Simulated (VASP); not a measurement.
Set up this calculation in VASP 6.6.1, as the native input.

```yaml
Task: relaxation of cell and atoms
Functional: PBE
Potentials_or_basis: VASP PAW PBE potentials, release 64 (Sr_sv, Zr_sv, O)
Cutoff: 520 eV
k_mesh: 5 × 5 × 4
Occupations: gaussian, width 0.15 eV
Spin: no spin polarisation
Further_INCAR_settings: PREC = Normal; LREAL = Auto; ALGO = Fast; EDIFF = 1e-05; ISYM = 0; IBRION = 2; EDIFFG = -0.03; NSW = 110; ISIF = 3
```

The structure of SrZr2O3 lies in POSCAR:

```
SrZr2O3
1.0
    5.4544142400     -0.0417762000     -0.0685531400
   -2.7633858700      4.7570629600      0.1133029500
   -0.0816421400      0.1086747100      6.6157674800
Sr Zr O
2 4 6
Direct
    0.9934855400      0.9905139600      0.0270670600
    0.9937348300      0.0065191800      0.5110014100
    0.2803170500      0.6455927200      0.2490020400
    0.3256728500      0.6482165200      0.7496651500
    0.6590123300      0.3499565200      0.2268803600
    0.6589401900      0.3220596200      0.7493331000
    0.5035079700      0.0126905300      0.0162588500
    0.4933461000      0.9999026700      0.4972278700
    0.9877844400      0.5001484100      0.9936853500
    0.9928130200      0.5065810500      0.4943428400
    0.5049050700      0.5583208100      0.0190171400
    0.5176174100      0.5117185900      0.4819863700
```

The cell was built by a generator and needn't be a form met in nature.

One way to write it, as run:

INCAR

```
SYSTEM = SrZr2O3
ALGO     = Fast           ! electronic algorithm
EDIFF    = 1E-5           ! SCF threshold, eV
EDIFFG   = -0.03          ! ionic threshold
ENCUT    = 520            ! plane-wave cutoff, eV
GGA      = PE             ! functional
IBRION   = 2              ! ionic algorithm
ISIF     = 3              ! what is computed and relaxed
ISMEAR   = 0              ! smearing method
ISYM     = 0            
KPAR     = 4            
LASPH    = .TRUE.         ! aspherical terms in the spheres
LCHARG   = .FALSE.        ! write CHGCAR
LREAL    = Auto         
LWAVE    = .FALSE.        ! write WAVECAR
NELM     = 80             ! most SCF steps
NSW      = 110            ! ionic steps
PREC     = Normal         ! precision mode
SIGMA    = 0.15           ! smearing width, eV
```

KPOINTS

```
k-points
0
G
  5 5 4
  0 0 0
```

Potentials or basis: VASP PAW PBE potentials, release 64 (Sr_sv, Zr_sv, O).

The run is started by

```console
$ cat potpaw_PBE.64/Sr_sv/POTCAR potpaw_PBE.64/Zr_sv/POTCAR potpaw_PBE.64/O/POTCAR > POTCAR
$ mpirun -np 4 vasp_std > vasp.out
```

Results of the run:

The relaxed volume is 14.21 Å³/atom and the relaxed cell is a = 5.487 Å, b = 5.479 Å, c = 6.549 Å, α = 90.00°, β = 89.99°, γ = 120.02°. The space group after relaxing (to 0.05 Å) is P2/m (No. 10), the energy gained by relaxing is 84.9 meV/atom and the ionic steps are 22. The pressure after relaxing is 0.0 GPa. The largest force after relaxing is 0.029 eV/Å. The band gap on the k mesh is none (metal or under the smearing width).

Wall time 20 min on 4 MPI ranks on Intel(R) Xeon(R) Platinum 8488C (Sapphire Rapids), on a shared host, peak memory 0.43 GiB a rank.
